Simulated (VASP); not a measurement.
Here is the system:

```xyz
9
Lattice="5.0877 0.0000 0.0000 -2.5439 4.4061 0.0000 0.0000 0.0000 5.5684" Properties=species:S:1:pos:R:3 pbc="T T T"
Si    -1.2719     2.2031     3.7123
Si     2.5439     0.0000     0.0000
Si     1.2719     2.2031     1.8561
O      2.5439     2.5710     2.7842
O     -0.9546     3.4885     4.6404
O      1.5892     0.9176     0.9281
O      0.0000     1.8351     2.7842
O      3.4985     0.9176     4.6404
O      0.9546     3.4885     0.9281
```

Method: PBEsol GGA, VASP's PBE PAW potentials (set 64) (plane waves; VASP). Settings: 520 eV cut-off, 6×6×5 Γ-centred mesh, tetrahedra with Blöchl corrections, potentials Si O.

The cores are frozen, which limits the accuracy of field gradients.

### Question
Give the principal components of the electric field gradient (V/Å²) and the asymmetry η at each nucleus.

### Answer

```csv
atom,Vxx,Vyy,Vzz,η
Si1,-6.6,-1.5,8.1,0.62
Si2,-6.6,-1.5,8.1,0.62
Si3,-6.6,-1.5,8.1,0.62
O4,-49.9,-43.1,93.0,0.07
O5,-49.9,-43.1,93.0,0.07
O6,-49.9,-43.1,93.0,0.07
O7,-49.9,-43.1,93.0,0.07
O8,-49.9,-43.1,93.0,0.07
O9,-49.9,-43.1,93.0,0.07
```

The structure comes from a computed database's SiO2 entry (P6_222); how it stands against other phases isn't given here. It was relaxed first.
